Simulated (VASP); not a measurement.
Input:

```xyz
4
Lattice="3.4245 0.0000 0.0000 -1.7123 2.9657 0.0000 0.0000 0.0000 11.0185" Properties=species:S:1:pos:R:3 pbc="T T T"
Lu     0.0000     0.0000     0.0000
Lu     0.0000     0.0000     5.5092
Lu     0.0000     1.9772     2.7546
Lu     1.7123     0.9886     8.2638
```

Level of theory: PBE GGA, VASP's PBE PAW potentials (set 64) (plane waves; VASP 6.6.1). Run with 300 eV cut-off, 8×8×2 Γ-centred mesh, Gaussian smearing of 0.10 eV, potentials Lu_3.

At this cut-off the stress carries a Pulay error, which pulls relaxed volumes low.

Give the stress tensor in GPa (positive for a compressed cell).

```
1.84  0.00  0.00
0.00  1.84  0.00
0.00  0.00  2.11
```
The pressure is its mean diagonal, 1.93 GPa.

The structure was generated: Lu was put into an ordered model structure, which need not be its known phase. The cell was not relaxed at this level.
